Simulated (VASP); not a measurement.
Input for VASP

File KPOINTS:
```
kpoints
0
G
6 6 4
```

### INCAR
```
SYSTEM = SnO
PREC = Accurate
ENCUT = 520
EDIFF = 1E-6
NELM = 100
ALGO = Conjugate
LREAL = .FALSE.
LASPH = .TRUE.
ISMEAR = 0
SIGMA = 0.05
GGA = PE
LMAXMIX = 4
LWAVE = .FALSE.
LCHARG = .FALSE.
ISIF = 2
```

**POSCAR**
```
SnO
1
    2.8740400000    -2.1003070000     0.0000000000
    2.8740400000     2.1003070000     0.0000000000
   -1.0431720000     0.0000000000     6.2071250000
Sn O
2 2
Direct
  0.0000000000   0.5000000000   0.0000000000
  0.5000000000   0.0000000000   0.5000000000
  0.5816000000   0.4184000000   0.2500000000
  0.4184000000   0.5816000000   0.7500000000
```

POTCAR, in this order: Sn_d O (PBE.64 set). Program: vasp_std.

### Question
Translate this PBE calculation to Quantum ESPRESSO's pw.x.

### Answer
One equivalent input (not run):
```
&CONTROL
  calculation = 'scf'
  pseudo_dir = './pseudo'
  outdir = './out'
  tprnfor = .true.
  tstress = .true.
/
&SYSTEM
  ibrav = 0
  nat = 4
  ntyp = 2
  ecutwfc = 84
  occupations = 'smearing'
  smearing = 'gaussian'
  degauss = 0.003675
  input_dft = 'pbe'
/
&ELECTRONS
  conv_thr = 7.3e-08
  electron_maxstep = 100
/
ATOMIC_SPECIES
  Sn 118.710 Sn.upf
  O 15.999 O.upf
CELL_PARAMETERS angstrom
     2.8740400   -2.1003070    0.0000000
     2.8740400    2.1003070    0.0000000
    -1.0431720    0.0000000    6.2071250
ATOMIC_POSITIONS crystal
  Sn   0.0000000  0.5000000  0.0000000
  Sn   0.5000000  0.0000000  0.5000000
  O    0.5816000  0.4184000  0.2500000
  O    0.4184000  0.5816000  0.7500000
K_POINTS automatic
  6 6 4 0 0 0
```
Limits of the translation: the potentials are each code's own (VASP's PAW set, PseudoDojo norm-conserving files in pw.x), so ENCUT and ecutwfc are chosen apart and not converted; conv_thr bounds pw.x's estimated SCF error, while EDIFF bounds the energy change between steps.

The structure was generated: SnO was put into the tenorite type (C2/c), which need not be its known phase. The cell was not relaxed at this level. The run is one of a series of settings (ALGO = Conjugate against the base run), some of them coarse on purpose.
